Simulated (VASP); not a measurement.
# GaGeTe (P6_3mc) in VASP: further runs

One crystal, GaGeTe, is run at these levels: LDA; tasks: relaxation of cell and atoms.

Program: VASP 6.6.1. These are calculated values, not measurements. Logs are shortened: lines on timing, memory, paths and dates and some standing lists are left out, and cuts for length are marked.

## Step 1: The structure

It takes space group P6_3mc (No. 186, hexagonal). Conventional cell: a = 4.038 Å, b = 4.038 Å, c = 22.186 Å, α = 90.00°, β = 90.00°, γ = 120.00°. Ga (site symmetry 3m) is surrounded by 1 Ge at 2.35 Å and 3 Te at 2.62 Å. Around Ga (site symmetry 3m) lie 1 Ge at 2.35 Å and 3 Te at 2.63 Å. Ge (site symmetry 3m) is surrounded by 1 Ga at 2.35 Å and 3 Ge at 2.45 Å. Ge (site symmetry 3m) is surrounded by 1 Ga at 2.35 Å and 3 Ge at 2.45 Å. Te (site symmetry 3m) is surrounded by 3 Ga at 2.62 Å. Te (site symmetry 3m) is surrounded by 3 Ga at 2.63 Å.

Measurements of this composition are mostly on another form, of space group No. 166.

## Step 2: Relaxation of cell and atoms, LDA

File INCAR:

```
SYSTEM = GaGeTe
PREC = Accurate
ENCUT = 600
EDIFF = 1E-6
ISMEAR = 0
SIGMA = 0.03
LREAL = .FALSE.
LASPH = .TRUE.
NELM = 80
ALGO = Normal
ISIF = 3
LWAVE = .FALSE.
LCHARG = .FALSE.
GGA = CA
IBRION = 2
NSW = 90
EDIFFG = -0.01
KPAR = 4
```

File KPOINTS:

```
regular mesh
0
G
  9 9 2
  0 0 0
```

File POSCAR:

```
GaGeTe
1.0
    4.0379000000      0.0000000000      0.0000000000
   -2.0189500000      3.4969239800      0.0000000000
    0.0000000000      0.0000000000     22.1856000000
Ga Ge Te
4 4 4
Direct
    0.0000000000      0.0000000000      0.1270000000
    0.0000000000      0.0000000000      0.6270000000
    0.3333333300      0.6666666700      0.3729000000
    0.6666666700      0.3333333300      0.8729000000
    0.0000000000      0.0000000000      0.2327000000
    0.0000000000      0.0000000000      0.7327000000
    0.3333333300      0.6666666700      0.2672000000
    0.6666666700      0.3333333300      0.7672000000
    0.3333333300      0.6666666700      0.5727000000
    0.6666666700      0.3333333300      0.0727000000
    0.3333333300      0.6666666700      0.9274000000
    0.6666666700      0.3333333300      0.4274000000
```

Potentials or basis: VASP PAW LDA potentials, release 64 (Ga_d, Ge_d, Te).

Command:

```bash
$ cat potpaw_LDA.64/Ga_d/POTCAR potpaw_LDA.64/Ge_d/POTCAR potpaw_LDA.64/Te/POTCAR > POTCAR
$ mpirun -np 4 vasp_std > vasp.out
```

OUTCAR:

```text
SYSTEM = GaGeTe
   PREC = Accurate
   ENCUT = 600
   EDIFF = 1E-6
   ISMEAR = 0
   LREAL = .FALSE.
   LASPH = .TRUE.
   NELM = 80
   ISIF = 3
   GGA = CA
   IBRION = 2
   NSW = 90
   EDIFFG = -0.01

 ion  position               nearest neighbor table
   1  0.000  0.000  0.127-   5 2.35  10 2.62  10 2.62  10 2.62
   2  0.000  0.000  0.627-   6 2.35   9 2.62   9 2.62   9 2.62
   3  0.333  0.667  0.373-   7 2.35  12 2.63  12 2.63  12 2.63
   4  0.667  0.333  0.873-   8 2.35  11 2.63  11 2.63  11 2.63
   5  0.000  0.000  0.233-   1 2.35   7 2.45   7 2.45   7 2.45
   6  0.000  0.000  0.733-   2 2.35   8 2.45   8 2.45   8 2.45
   7  0.333  0.667  0.267-   3 2.35   5 2.45   5 2.45   5 2.45
   8  0.667  0.333  0.767-   4 2.35   6 2.45   6 2.45   6 2.45
   9  0.333  0.667  0.573-   2 2.62   2 2.62   2 2.62
  10  0.667  0.333  0.073-   1 2.62   1 2.62   1 2.62
  11  0.333  0.667  0.927-   4 2.63   4 2.63   4 2.63
  12  0.667  0.333  0.427-   3 2.63   3 2.63   3 2.63

  LATTYP: Found a hexagonal cell.
 ALAT       =     4.0379000000
 C/A-ratio  =     5.4943411179

  Lattice vectors:

 A1 = (   4.0379000000,   0.0000000000,   0.0000000000)
 A2 = (  -2.0189500000,   3.4969239800,   0.0000000000)
 A3 = (   0.0000000000,   0.0000000000,  22.1856000000)

Analysis of symmetry for initial positions (statically):
=====================================================================
 Subroutine PRICEL returns:
 Original cell was already a primitive cell.

 Routine SETGRP: Setting up the symmetry group for a
 hexagonal supercell.

 Subroutine GETGRP returns: Found 12 space group operations
 (whereof  6 operations were pure point group operations)
 out of a pool of 24 trial point group operations.

The static configuration has the point symmetry C_3v.
 The point group associated with its full space group is C_6v.

Analysis of symmetry for dynamics (positions and initial velocities):
=====================================================================
 Subroutine PRICEL returns:
 Original cell was already a primitive cell.

 Routine SETGRP: Setting up the symmetry group for a
 hexagonal supercell.

 Subroutine GETGRP returns: Found 12 space group operations
 (whereof  6 operations were pure point group operations)
 out of a pool of 24 trial point group operations.

The dynamic configuration has the point symmetry C_3v.
 The point group associated with its full space group is C_6v.

 Subroutine INISYM returns: Found 12 space group operations
 (whereof  6 operations are pure point group operations),
 and found     1 'primitive' translations

----------------------------------------------------------------------------------------

                                     Primitive cell

  volume of cell :     313.2658

  direct lattice vectors                    reciprocal lattice vectors
     4.037900000  0.000000000  0.000000000     0.247653483  0.142982805  0.000000000
    -2.018950000  3.496923980  0.000000000     0.000000000  0.285965610  0.000000000
     0.000000000  0.000000000 22.185600000     0.000000000  0.000000000  0.045074282

  length of vectors
     4.037900000  4.037900002 22.185600000     0.285965610  0.285965610  0.045074282

  position of ions in fractional coordinates (direct lattice)
     0.000000000  0.000000000  0.127000000
     0.000000000  0.000000000  0.627000000
     0.333333330  0.666666670  0.372900000
     0.666666670  0.333333330  0.872900000
     0.000000000  0.000000000  0.232700000
     0.000000000  0.000000000  0.732700000
     0.333333330  0.666666670  0.267200000
     0.666666670  0.333333330  0.767200000
     0.333333330  0.666666670  0.572700000
     0.666666670  0.333333330  0.072700000
     0.333333330  0.666666670  0.927400000
     0.666666670  0.333333330  0.427400000

  ion indices of the primitive-cell ions
   primitive index   ion index
                 1           1
                 2           2
                 3           3
                 4           4
                 5           5
                 6           6
                 7           7
                 8           8
                 9           9
                10          10
                11          11
                12          12

----------------------------------------------------------------------------------------

 KPOINTS: regular mesh

Automatic generation of k-mesh.
 Grid dimensions read from file:
 generate k-points for:    9    9    2

 Generating k-lattice:

  Cartesian coordinates                     Fractional coordinates (reciprocal lattice)
     0.027517054  0.015886978  0.000000000     0.111111111  0.000000000  0.000000000
     0.000000000  0.031773957  0.000000000     0.000000000  0.111111111  0.000000000
     0.000000000  0.000000000  0.022537141     0.000000000  0.000000000  0.500000000

  Length of vectors
     0.031773957  0.031773957  0.022537141

  Shift w.r.t. Gamma in fractional coordinates (k-lattice)
     0.000000000  0.000000000  0.000000000

 Subroutine IBZKPT returns following result:
 ===========================================

 Found     24 irreducible k-points:

 Following reciprocal coordinates:
            Coordinates               Weight
  0.000000  0.000000  0.000000      1.000000
  0.111111  0.000000  0.000000      6.000000
  0.222222 -0.000000  0.000000      6.000000
  0.333333  0.000000  0.000000      6.000000
  0.444444 -0.000000  0.000000      6.000000
  0.111111  0.111111  0.000000      6.000000
[... 16 lines left out ...]
  0.333333  0.222222  0.500000     12.000000
  0.333333  0.333333  0.500000      2.000000
   k-points           NKPTS =     24   k-points in BZ     NKDIM =     24   number of bands    NBANDS=     79
   number of dos      NEDOS =    301   number of ions     NIONS =     12
   total plane-waves  NPLWV = 184320
   dimension x,y,z NGX =    32 NGY =   32 NGZ =  180
   dimension x,y,z NGXF=    64 NGYF=   64 NGZF=  360
   ions per type =               4   4   4
   NGX,Y,Z   is equivalent  to a cutoff of  13.17, 13.17, 13.49 a.u.
   NGXF,Y,Z  is equivalent  to a cutoff of  26.35, 26.35, 26.98 a.u.
 SYSTEM =  GaGeTe
   PREC   = accura    normal or accurate (medium, high low for compatibility)
   ISTART =      0    job   : 0-new  1-cont  2-samecut
   ICHARG =      2    charge: 1-file 2-atom 10-const
   ISPIN  =      1    spin polarized calculation?
   LNONCOLLINEAR =      F non collinear calculations
   LSORBIT =      F    spin-orbit coupling
   LASPH  =      T    aspherical Exc in radial PAW
   ENCUT  =  600.0 eV  44.10 Ry    6.64 a.u.   8.06  8.06 44.31*2*pi/ulx,y,z
   NELM   =     80;   NELMIN=  2; NELMDL= -5     # of ELM steps
   EDIFF  = 0.1E-05   stopping-criterion for ELM
   LREAL  =      F    real-space projection
   EDIFFG = -.1E-01   stopping-criterion for IOM
   NSW    =     90    number of steps for IOM
   IBRION =      2    ionic relax: 0-MD 1-quasi-New 2-CG
   NFREE  =      1    steps in history (QN), initial steepest desc. (CG)
   ISIF   =      3    stress and relaxation
   ISYM   =      2    0-nonsym 1-usesym 2-fastsym
   POTIM  = 0.5000    time-step for ionic-motion
   TEBEG  =    0.0;   TEEND  =   0.0 temperature during run
   PSTRESS=    0.0 pullay stress
   NELECT =     132.0000    total number of electrons
   NUPDOWN=      -1.0000    fix difference up-down
   EMIN   =  10.00;   EMAX   =-10.00  energy-range for DOS
   EFERMI =   0.00;   METHOD = LEGACY
   ISMEAR =     0;   SIGMA  =   0.03  broadening in eV -4-tet -1-fermi 0-gaus
   EFERMI_NEDOS =   21; number of points for ismear=-14 and -15
   IALGO  =     38    algorithm
   IMIX   =      4    mixing-type and parameters
     AMIX     =   0.40;   BMIX     =  1.00
     AMIX_MAG =   1.60;   BMIX_MAG =  1.00
  volume/ion in A,a.u.               =      26.11       176.17
  Fermi-wavevector in a.u.,A,eV,Ry     =   1.227331  2.319320 20.495031  1.506342
  Thomas-Fermi vector in A             =   2.362299
   LORBIT       =      0    0 simple, 1 ext, 2 COOP (PROOUT), +10 PAW based schemes
   GGA     = CA    functional components
   LHFCALC =     F    Hartree Fock is set to
   AEXX    =    0.0000 exact exchange contribution
   IVDW    =     0    specifies the selected vdW correction
   LEPSILON=     F    determine dielectric tensor
   LRPA    =     F    only Hartree local field effects (RPA)
 conjugate gradient relaxation of ions
 non-spin polarized calculation
 Gauss-broadening in eV      SIGMA  =   0.03
  energy-cutoff  :      600.00
  volume of cell :      313.27
 maximum number of plane-waves:     10492
   NGX = 17   NGY = 17   NGZ = 89

--------------------------------------- Ionic step        1  -------------------------------------------

 number of electron     132.0000005 magnetization

 Free energy of the ion-electron system (eV)
  ---------------------------------------------------
  ext. energy  EPLUGINS =         0.00000000
  ---------------------------------------------------
  free energy    TOTEN  =       -52.72372009 eV

  energy without entropy =      -52.72372004  energy(sigma->0) =      -52.72372006

------------------------ aborting loop because EDIFF is reached ----------------------------------------

  FORCE on cell =-STRESS in cart. coord.  units (eV):
  Direction    XX          YY          ZZ          XY          YZ          ZX
  --------------------------------------------------------------------------------------
  -------------------------------------------------------------------------------------
  Total        0.3679737      0.3679737      6.7712045      0.0000000      0.0000000      0.0000000
  in kB        1.8819774      1.8819774     34.6308846      0.0000000      0.0000000      0.0000000
  external PRESSURE =      12.7982798 kB  Pullay stress =       0.0000000 kB
[... 119 lines left out ...]
  FREE ENERGIE OF THE ION-ELECTRON SYSTEM (eV)
  ---------------------------------------------------
  free  energy   TOTEN  =       -52.8063195334 eV

  energy  without entropy=      -52.8063195095  energy(sigma->0) =      -52.80631952

[... ionic steps 4 to 13 ...]

--------------------------------------- Ionic step       14  -------------------------------------------

 number of electron     131.9999998 magnetization

------------------------ aborting loop because EDIFF is reached ----------------------------------------
[... 87 lines left out ...]
--------------------------------------- Ionic step       16  -------------------------------------------

 number of electron     131.9999999 magnetization

 Free energy of the ion-electron system (eV)
  ---------------------------------------------------
  ext. energy  EPLUGINS =         0.00000000
  ---------------------------------------------------
  free energy    TOTEN  =       -52.81964457 eV

  energy without entropy =      -52.81948161  energy(sigma->0) =      -52.81956309

 E-fermi :   5.2033     XC(G=0):  -9.7285

 val. band max:        5.1883716278   @ k =   0.0000   0.0000   0.0000
 cond. band min:       5.2182879160   @ k =   0.0000   0.0000   0.0000
 fundamental gap:      0.0299162882
 Fermi energy:         5.2033297578

 k-point     1 :       0.0000    0.0000    0.0000
  band No.  band energies     occupation
      1     -19.9030      2.00000
      2     -19.9030      2.00000
      3     -19.9030      2.00000
      4     -19.9030      2.00000
      5     -19.8332      2.00000
      6     -19.8332      2.00000
[... 1933 lines left out ...]
     77      10.2177      0.00000
     78      10.2177      0.00000
 [bands above 78 left out]

------------------------ aborting loop because EDIFF is reached ----------------------------------------

  FORCE on cell =-STRESS in cart. coord.  units (eV):
  Direction    XX          YY          ZZ          XY          YZ          ZX
  --------------------------------------------------------------------------------------
  -------------------------------------------------------------------------------------
  Total        0.0072032      0.0072032     -0.0323491      0.0000000      0.0000000      0.0000000
  in kB        0.0362404      0.0362404     -0.1627519      0.0000000      0.0000000      0.0000000
  external PRESSURE =      -0.0300904 kB  Pullay stress =       0.0000000 kB
[... 27 lines left out ...]
  FREE ENERGIE OF THE ION-ELECTRON SYSTEM (eV)
  ---------------------------------------------------
  free  energy   TOTEN  =       -52.8196445706 eV

  energy  without entropy=      -52.8194816056  energy(sigma->0) =      -52.81956309

 reached required accuracy - stopping structural energy minimisation
```

Run time: 30 min. Hardware: 4 MPI ranks of Intel Xeon Platinum 8488C (Sapphire Rapids), shared host; peak memory 0.79 GiB.

Results:

```yaml
Free_energy: -52.8196 eV
Relaxed_volume: 26.54 Å³/atom
Relaxed_cell: a = 4.019 Å, b = 4.019 Å, c = 22.769 Å, α = 90.00°, β = 90.00°, γ = 120.00°
Space_group_after_relaxing_to_0.05_Å: P6_3mc (No. 186)
Energy_gained_by_relaxing: 8.0 meV/atom
Ionic_steps: 16
Pressure_after_relaxing: 0.0 GPa
Largest_force_after_relaxing: 0.007 eV/Å
Band_gap_on_the_k_mesh: 0.03 eV, direct
```

Forces in eV/Å, atoms in the order of the input:
```
Ga   0.000  0.000 -0.007
Ga   0.000  0.000 -0.007
Ga   0.000  0.000  0.007
Ga   0.000  0.000  0.007
Ge   0.000  0.000  0.003
Ge   0.000  0.000  0.003
Ge   0.000  0.000 -0.003
Ge   0.000  0.000 -0.003
Te   0.000  0.000 -0.006
Te   0.000  0.000 -0.006
Te   0.000  0.000  0.006
Te   0.000  0.000  0.006
```

Step by step:
```
step  energy change (eV)  largest force (eV/Å)  pressure (GPa)  volume (Å³)
   1              0.0000                0.3953            1.28       313.27
   2             -0.0696                0.3518           -0.60       322.75
   3             -0.0826                0.1615           -0.19       319.93
   4             -0.0826                0.1465           -0.05       319.76
   5             -0.0913                0.0722           -0.14       319.65
   6             -0.0946                0.0625           -0.23       319.51
   7             -0.0951                0.0288            0.17       317.45
   8             -0.0957                0.0274           -0.04       318.42
   9             -0.0957                0.0179            0.07       318.17
  10             -0.0957                0.0234           -0.01       318.28
  11             -0.0957                0.0203            0.04       318.24
  12             -0.0959                0.0138            0.02       318.41
  13             -0.0959                0.0141           -0.03       318.44
  14             -0.0959                0.0178            0.03       318.43
  15             -0.0959                0.0150           -0.01       318.44
  16             -0.0959                0.0068            0.00       318.45
```

Final structure:
```
CELL_PARAMETERS angstrom
4.01866 0.00000 0.00000
-2.00933 3.48026 0.00000
0.00000 0.00000 22.76949
ATOMIC_POSITIONS crystal
Ga 0.00000 0.00000 0.12684
Ga 0.00000 0.00000 0.62684
Ga 0.33333 0.66667 0.37304
Ga 0.66667 0.33333 0.87304
Ge 0.00000 0.00000 0.23260
Ge 0.00000 0.00000 0.73260
Ge 0.33333 0.66667 0.26732
Ge 0.66667 0.33333 0.76732
Te 0.33333 0.66667 0.57172
Te 0.66667 0.33333 0.07172
Te 0.33333 0.66667 0.92837
Te 0.66667 0.33333 0.42837
```

Caveat: spin-orbit coupling is left out, which moves the levels of the heavy elements; an odd mesh through Γ misses points on the zone boundary, where band edges often lie.

## Step 3: Relaxation of cell and atoms, LDA

This run uses another cell than the first one, of 26.54 Å³/atom, 1.017 times its volume.

Edit INCAR of step 2 so:

```diff
@@ -3,3 +3,3 @@
 ENCUT = 600
-EDIFF = 1E-6
+EDIFF = 1E-7
 ISMEAR = 0
@@ -16,3 +16,3 @@
 NSW = 90
-EDIFFG = -0.01
+EDIFFG = -0.005
 KPAR = 4
```

KPOINTS is that of step 2.

File POSCAR:

```
GaGeTe                                  
1.0
    4.0186587883      0.0000000000      0.0000000000
   -2.0093293941      3.4802606018     -0.0000000000
    0.0000000000      0.0000000000     22.7694878937
  Ga              Ge              Te            
     4     4     4
Direct
     1.0000000000000000    0.0000000000000000    0.1268398534660230
     0.0000000000000000    0.0000000000000000    0.6268398534660228
     0.3333333300000021    0.6666666699999979    0.3730420062389558
     0.6666666699999979    0.3333333300000021    0.8730420062389558
     0.0000000000000000    0.0000000000000000    0.2325988132056535
     1.0000000000000000    0.0000000000000000    0.7325988132056535
     0.3333333300000021    0.6666666699999979    0.2673243289348457
     0.6666666699999979    0.3333333300000021    0.7673243289348457
     0.3333333300000021    0.6666666699999979    0.5717223597808571
     0.6666666699999979    0.3333333300000021    0.0717223597808572
     0.3333333300000021    0.6666666699999979    0.9283726383736687
     0.6666666699999979    0.3333333300000021    0.4283726383736687
```

Potentials or basis: VASP PAW LDA potentials, release 64 (Ga_d, Ge_d, Te).

Command:

```bash
$ cat potpaw_LDA.64/Ga_d/POTCAR potpaw_LDA.64/Ge_d/POTCAR potpaw_LDA.64/Te/POTCAR > POTCAR
$ mpirun -np 4 vasp_std > vasp.out
```

Run time: 20 min. Hardware: 4 MPI ranks of Intel Xeon Platinum 8488C (Sapphire Rapids), shared host; peak memory 0.81 GiB.

It converged, with:

```yaml
Free_energy: -52.8205 eV
Relaxed_volume: 26.50 Å³/atom
Relaxed_cell: a = 4.020 Å, b = 4.020 Å, c = 22.717 Å, α = 90.00°, β = 90.00°, γ = 120.00°
Space_group_after_relaxing_to_0.05_Å: P6_3mc (No. 186)
Energy_gained_by_relaxing: 0.0 meV/atom
Ionic_steps: 12
Pressure_after_relaxing: 0.0 GPa
Largest_force_after_relaxing: 0.003 eV/Å
Band_gap_on_the_k_mesh: 0.02 eV, direct
```

Forces in eV/Å, atoms in the order of the input:
```
Ga   0.000  0.000  0.003
Ga   0.000  0.000  0.003
Ga   0.000  0.000 -0.003
Ga   0.000  0.000 -0.003
Ge   0.000  0.000  0.001
Ge   0.000  0.000  0.001
Ge   0.000  0.000  0.000
Ge   0.000  0.000  0.000
Te   0.000  0.000 -0.003
Te   0.000  0.000 -0.003
Te   0.000  0.000  0.003
Te   0.000  0.000  0.003
```

Step by step:
| step | energy change (eV) | largest force (eV/Å) | pressure (GPa) | volume (Å³) |
| --- | --- | --- | --- | --- |
| 1 | 0.0000 | 0.0074 | -0.03 | 318.45 |
| 2 | 0.0000 | 0.0112 | 0.04 | 318.21 |
| 3 | 0.0000 | 0.0096 | 0.02 | 318.29 |
| 4 | 0.0000 | 0.0087 | 0.02 | 318.28 |
| 5 | -0.0001 | 0.0100 | 0.01 | 318.26 |
| 6 | -0.0001 | 0.0285 | -0.02 | 318.21 |
| 7 | -0.0001 | 0.0190 | 0.00 | 318.23 |
| 8 | -0.0002 | 0.0103 | -0.01 | 318.21 |
| 9 | -0.0002 | 0.0097 | -0.01 | 318.20 |
| 10 | -0.0002 | 0.0054 | 0.00 | 318.09 |
| 11 | -0.0002 | 0.0084 | 0.01 | 317.95 |
| 12 | -0.0002 | 0.0035 | -0.01 | 317.98 |

Final structure:
```
Ga Ge Te
1.0
     4.02033    0.00000    0.00000
    -2.01017    3.48171    0.00000
     0.00000    0.00000   22.71656
Ga Ge Te
4 4 4
Cartesian
  -2.0102 3.4817 2.8746
  2.0102 3.4817 14.2329
  0.0000 2.3211 8.4808
  2.0102 1.1606 19.8391
  4.0203 0.0000 5.2837
  -2.0102 3.4817 16.6420
  0.0000 2.3211 6.0728
  2.0102 1.1606 17.4311
  0.0000 2.3211 12.9794
  2.0102 1.1606 1.6211
  0.0000 2.3211 21.0978
  2.0102 1.1606 9.7395
```

Levels at points of the mesh, in eV from the valence-band top:
```
           k point  band 64  band 65  band 66  band 67  band 68  band 69
(0.00, 0.00, 0.00)    -0.91    -0.91     0.00     0.02     0.22     0.54
(0.00, 0.00, 0.50)    -0.93    -0.82    -0.82     0.21     0.21     0.92
```

Caveat: spin-orbit coupling is left out, which moves the levels of the heavy elements; an odd mesh through Γ misses points on the zone boundary, where band edges often lie.
